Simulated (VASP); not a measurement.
Level of theory: PBE GGA, VASP's PBE PAW potentials (set 64) (plane waves; VASP).

VASP input:

POSCAR:
```
PtSe2
1.0
  1.8798552993  -3.2560051381   0.0000000000
  1.8798552993   3.2560051381   0.0000000000
  0.0000000000   0.0000000000   6.0608694389
Pt Se
1 2
Cartesian
  0.0000000000   0.0000000000   0.0000000000
  1.8798552993   1.0853372167   1.3022279017
  1.8798552993  -1.0853372167   4.7586415372
```

File KPOINTS:
```
Automatic mesh
0
Gamma
7 7 4
0 0 0
```

### INCAR
```
! general
SYSTEM  = PtSe2
PREC    = Accurate
ENCUT   = 500   ! plane-wave cut-off (eV)
LREAL   = .False.   ! projection in real space or not
LASPH   = .True.

! electronic loop
EDIFF   = 1E-6   ! SCF stop (eV)
NELM    = 100   ! most electronic steps
ALGO    = Normal
LMAXMIX = 6   ! l cut-off of mixed one-centre charges

! smearing
ISMEAR  = 0   ! Gaussian
SIGMA   = 0.05   ! width (eV)

! functional
GGA     = PE

! ions
IBRION  = 2   ! conjugate gradients
NSW     = 40
ISIF    = 3   ! ions, shape and volume
EDIFFG  = -0.02   ! ionic stop

! output
LWAVE   = .False.
LCHARG  = .False.
```

POTCAR, in this order: Pt Se (PBE.64 set). Program: vasp_std.

The run wrote:

File OSZICAR:
```
...
DAV:   3    -0.143009871991E+02    0.16365E-04   -0.33316E-05   903   0.680E-02    0.115E-02
DAV:   4    -0.143009833048E+02    0.38944E-05   -0.24518E-05   896   0.265E-02    0.545E-03
DAV:   5    -0.143009832184E+02    0.86363E-07   -0.96104E-07   574   0.931E-03
   9 F= -.14300983E+02 E0= -.14300983E+02  d E =-.593375E-04
       N       E                     dE             d eps       ncg     rms          rms(c)
DAV:   1    -0.143020278441E+02   -0.10445E-02   -0.25881E-02   840   0.132E+00    0.187E-01
DAV:   2    -0.143012944288E+02    0.73342E-03   -0.41246E-03   882   0.714E-01    0.938E-02
DAV:   3    -0.143011491943E+02    0.14523E-03   -0.29911E-04   924   0.204E-01    0.346E-02
DAV:   4    -0.143011169534E+02    0.32241E-04   -0.22293E-04   889   0.799E-02    0.165E-02
DAV:   5    -0.143011163502E+02    0.60315E-06   -0.93351E-06   924   0.280E-02
  10 F= -.14301116E+02 E0= -.14301116E+02  d E =-.192469E-03
       N       E                     dE             d eps       ncg     rms          rms(c)
DAV:   1    -0.143048261237E+02   -0.37092E-02   -0.10337E-01   840   0.263E+00    0.374E-01
DAV:   2    -0.143018945880E+02    0.29315E-02   -0.16511E-02   889   0.143E+00    0.189E-01
DAV:   3    -0.143013136043E+02    0.58098E-03   -0.12042E-03   917   0.408E-01    0.699E-02
DAV:   4    -0.143011871036E+02    0.12650E-03   -0.89601E-04   868   0.160E-01    0.331E-02
DAV:   5    -0.143011849527E+02    0.21508E-05   -0.38543E-05   938   0.567E-02    0.244E-02
DAV:   6    -0.143011865659E+02   -0.16132E-05   -0.79701E-06   987   0.269E-02    0.258E-03
DAV:   7    -0.143011864908E+02    0.75165E-07   -0.83281E-07   560   0.685E-03
  11 F= -.14301186E+02 E0= -.14301186E+02  d E =-.262610E-03
       N       E                     dE             d eps       ncg     rms          rms(c)
DAV:   1    -0.143012087445E+02   -0.22179E-04   -0.27823E-04   840   0.118E-01    0.141E-02
DAV:   2    -0.143012056655E+02    0.30791E-05   -0.26429E-05   945   0.536E-02    0.660E-03
DAV:   3    -0.143012049012E+02    0.76425E-06   -0.14959E-06   511   0.146E-02
  12 F= -.14301205E+02 E0= -.14301205E+02  d E =-.184104E-04
       N       E                     dE             d eps       ncg     rms          rms(c)
DAV:   1    -0.143012958728E+02   -0.90207E-04   -0.24689E-03   840   0.350E-01    0.426E-02
DAV:   2    -0.143012655731E+02    0.30300E-04   -0.24488E-04   952   0.164E-01    0.206E-02
DAV:   3    -0.143012586309E+02    0.69423E-05   -0.14801E-05   994   0.448E-02    0.772E-03
DAV:   4    -0.143012570050E+02    0.16258E-05   -0.12390E-05   875   0.191E-02    0.362E-03
DAV:   5    -0.143012569961E+02    0.89215E-08   -0.44973E-07   462   0.571E-03
  13 F= -.14301257E+02 E0= -.14301257E+02  d E =-.705053E-04
       N       E                     dE             d eps       ncg     rms          rms(c)
DAV:   1    -0.143015076592E+02   -0.25065E-03   -0.10130E-02   840   0.707E-01    0.858E-02
DAV:   2    -0.143013868923E+02    0.12077E-03   -0.97201E-04   938   0.325E-01    0.407E-02
DAV:   3    -0.143013592321E+02    0.27660E-04   -0.57872E-05   973   0.887E-02    0.154E-02
DAV:   4    -0.143013525984E+02    0.66337E-05   -0.50429E-05   875   0.385E-02    0.711E-03
DAV:   5    -0.143013525509E+02    0.47527E-07   -0.19068E-06   772   0.114E-02
  14 F= -.14301353E+02 E0= -.14301353E+02  d E =-.166060E-03
       N       E                     dE             d eps       ncg     rms          rms(c)
DAV:   1    -0.143021271757E+02   -0.77458E-03   -0.40463E-02   840   0.141E+00    0.172E-01
DAV:   2    -0.143016437438E+02    0.48343E-03   -0.38873E-03   945   0.650E-01    0.815E-02
DAV:   3    -0.143015336041E+02    0.11014E-03   -0.23185E-04   966   0.177E-01    0.309E-02
DAV:   4    -0.143015074166E+02    0.26188E-04   -0.20101E-04   875   0.769E-02    0.142E-02
DAV:   5    -0.143015073049E+02    0.11163E-06   -0.78802E-06   994   0.226E-02
  15 F= -.14301507E+02 E0= -.14301507E+02  d E =-.320814E-03
       N       E                     dE             d eps       ncg     rms          rms(c)
DAV:   1    -0.143041392826E+02   -0.26319E-02   -0.16148E-01   840   0.283E+00    0.345E-01
DAV:   2    -0.143022123300E+02    0.19270E-02   -0.15539E-02   945   0.130E+00    0.163E-01
DAV:   3    -0.143017751332E+02    0.43720E-03   -0.92355E-04   966   0.353E-01    0.623E-02
DAV:   4    -0.143016703260E+02    0.10481E-03   -0.80252E-04   875   0.153E-01    0.284E-02
DAV:   5    -0.143016699572E+02    0.36889E-06   -0.31311E-05   987   0.451E-02    0.196E-02
DAV:   6    -0.143016721738E+02   -0.22167E-05   -0.59813E-06   973   0.238E-02    0.450E-03
DAV:   7    -0.143016724554E+02   -0.28161E-06   -0.72164E-07   693   0.869E-03
  16 F= -.14301672E+02 E0= -.14301672E+02  d E =-.485965E-03
       N       E                     dE             d eps       ncg     rms          rms(c)
DAV:   1    -0.143019902582E+02   -0.31808E-03   -0.20079E-02   840   0.994E-01    0.121E-01
DAV:   2    -0.143017513222E+02    0.23894E-03   -0.19219E-03   938   0.456E-01    0.569E-02
DAV:   3    -0.143016968447E+02    0.54477E-04   -0.11371E-04   966   0.124E-01    0.217E-02
DAV:   4    -0.143016836222E+02    0.13223E-04   -0.10029E-04   882   0.542E-02    0.996E-03
DAV:   5    -0.143016835471E+02    0.75104E-07   -0.39921E-06   980   0.161E-02
  17 F= -.14301684E+02 E0= -.14301684E+02  d E =-.497056E-03
       N       E                     dE             d eps       ncg     rms          rms(c)
DAV:   1    -0.143018527673E+02   -0.16915E-03   -0.36542E-03   840   0.426E-01    0.465E-02
DAV:   2    -0.143018183676E+02    0.34400E-04   -0.11908E-04   994   0.805E-02    0.208E-02
DAV:   3    -0.143018070365E+02    0.11331E-04   -0.35289E-05  1008   0.383E-02    0.868E-03
DAV:   4    -0.143018069223E+02    0.11419E-06   -0.44520E-06   917   0.195E-02
  18 F= -.14301807E+02 E0= -.14301807E+02  d E =-.123375E-03
       N       E                     dE             d eps       ncg     rms          rms(c)
DAV:   1    -0.143024220991E+02   -0.61506E-03   -0.33106E-02   840   0.129E+00    0.140E-01
DAV:   2    -0.143021079110E+02    0.31419E-03   -0.10699E-03  1001   0.244E-01    0.627E-02
DAV:   3    -0.143020012599E+02    0.10665E-03   -0.31388E-04  1001   0.115E-01    0.264E-02
DAV:   4    -0.143019977917E+02    0.34682E-05   -0.42357E-05   938   0.605E-02    0.158E-02
DAV:   5    -0.143019973600E+02    0.43170E-06   -0.34160E-06   973   0.160E-02
  19 F= -.14301997E+02 E0= -.14301997E+02  d E =-.313813E-03
       N       E                     dE             d eps       ncg     rms          rms(c)
DAV:   1    -0.143023153063E+02   -0.31751E-03   -0.57816E-03   840   0.573E-01    0.711E-02
DAV:   2    -0.143021607271E+02    0.15458E-03   -0.64994E-04   889   0.269E-01    0.403E-02
DAV:   3    -0.143021315429E+02    0.29184E-04   -0.61179E-05  1001   0.866E-02    0.153E-02
DAV:   4    -0.143021222251E+02    0.93178E-05   -0.49870E-05   910   0.412E-02    0.697E-03
DAV:   5    -0.143021221792E+02    0.45856E-07   -0.27236E-06   894   0.140E-02
  20 F= -.14302122E+02 E0= -.14302122E+02  d E =-.124819E-03
       N       E                     dE             d eps       ncg     rms          rms(c)
DAV:   1    -0.143040570337E+02   -0.19348E-02   -0.52387E-02   840   0.173E+00    0.213E-01
DAV:   2    -0.143026710768E+02    0.13860E-02   -0.58388E-03   882   0.809E-01    0.122E-01
DAV:   3    -0.143024114659E+02    0.25961E-03   -0.54530E-04  1001   0.260E-01    0.461E-02
DAV:   4    -0.143023303208E+02    0.81145E-04   -0.44512E-04   896   0.123E-01    0.208E-02
DAV:   5    -0.143023300405E+02    0.28038E-06   -0.24654E-05  1015   0.419E-02    0.131E-02
DAV:   6    -0.143023308312E+02   -0.79079E-06   -0.37647E-06   964   0.139E-02
  21 F= -.14302331E+02 E0= -.14302331E+02  d E =-.333471E-03
```

### OUTCAR
```
------------------------ aborting loop because EDIFF is reached ----------------------------------------
  FORCE on cell =-STRESS in cart. coord.  units (eV):
  Direction    XX          YY          ZZ          XY          YZ          ZX
  --------------------------------------------------------------------------------------
  Total       -0.0017935     -0.0017935      0.0476098      0.0000000      0.0000000      0.0000000
  in kB       -0.0380176     -0.0380176      1.0092055      0.0000000      0.0000000      0.0000000
  external PRESSURE =       0.3110568 kB  Pullay stress =       0.0000000 kB
  volume of cell :       75.58
      direct lattice vectors                 reciprocal lattice vectors
     1.876838010 -3.250779039  0.000000000     0.266405517 -0.153809285  0.000000000
     1.876838010  3.250779039  0.000000000     0.266405517  0.153809285 -0.000000000
    -0.000000000  0.000000000  6.194173606    -0.000000000  0.000000000  0.161442036
 POSITION                                       TOTAL-FORCE (eV/Angst)
 -----------------------------------------------------------------------------------
      0.00000      0.00000      0.00000        -0.000000     -0.000000      0.000000
      1.87684      1.08360      1.30553        -0.000000     -0.000000     -0.008382
      1.87684     -1.08360      4.88864         0.000000      0.000000      0.008382
 -----------------------------------------------------------------------------------
    total drift:                               -0.000000      0.000000      0.000000
  FREE ENERGIE OF THE ION-ELECTRON SYSTEM (eV)
  ---------------------------------------------------
  free  energy   TOTEN  =       -14.3023308312 eV

  energy  without entropy=      -14.3023308312  energy(sigma->0) =      -14.30233083

 reached required accuracy - stopping structural energy minimisation
```
(Selected blocks of OUTCAR.)

### CONTCAR
```
PtSe2
   1.00000000000000
     1.8768380101926132   -3.2507790388386204    0.0000000000000000
     1.8768380101926132    3.2507790388386204    0.0000000000000000
    -0.0000000000000000    0.0000000000000003    6.1941736059268839
  Pt              Se
     1     2
Direct
     0.0000000000000000    0.0000000000000000    0.0000000000000000
     0.3333330000000032    0.6666669999999968    0.2107674954438551
     0.6666669999999968    0.3333330000000032    0.7892325045561449
```

Without a dispersion term in the relaxation, distances and binding between the weakly bound layers, chains or molecules are unreliable, and so is what depends on them.

The compound is PtSe2 in the 1T layered structure. This run relaxes it. Symmetry was kept, so distortions that lower it aren't found.
